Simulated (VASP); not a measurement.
Zn2C:

```
C Zn
1.0
     0.00000    2.57795    2.57795
     2.57795    0.00000    2.57795
     2.57795    2.57795    0.00000
C Zn
1 2
Cartesian
  0.0000 0.0000 0.0000
  1.2890 1.2890 1.2890
  3.8669 3.8669 3.8669
```

The cell was built by a generator and needn't be a form met in nature.

Base run:

* Program: VASP 6.6.1
* Functional: r2SCAN
* Potentials or basis: VASP PAW PBE potentials, release 64 (C, Zn)
* Cutoff: 520 eV
* k mesh: 6 × 6 × 6
* Occupations: fermi-dirac, width 0.02 eV
* Spin: no spin polarisation

Its results: band gap on the k mesh 0.12 eV, direct; pressure 0.5 GPa.

The run is repeated on the same cell with these changes: functional from r2SCAN to HSE06; k mesh from 6 × 6 × 6 to 4 × 4 × 4. What comes out?

Band gap on the k mesh 0.82 eV, direct; pressure 1.6 GPa.

Several settings changed at once, so the effect can't be laid on one alone.

Caveats: some runs use coarse meshes; the PAW data sets were made with another functional, which shifts forces and pressure a little.

A k mesh can miss the band edges.

Not every run made on this cell is shown here.
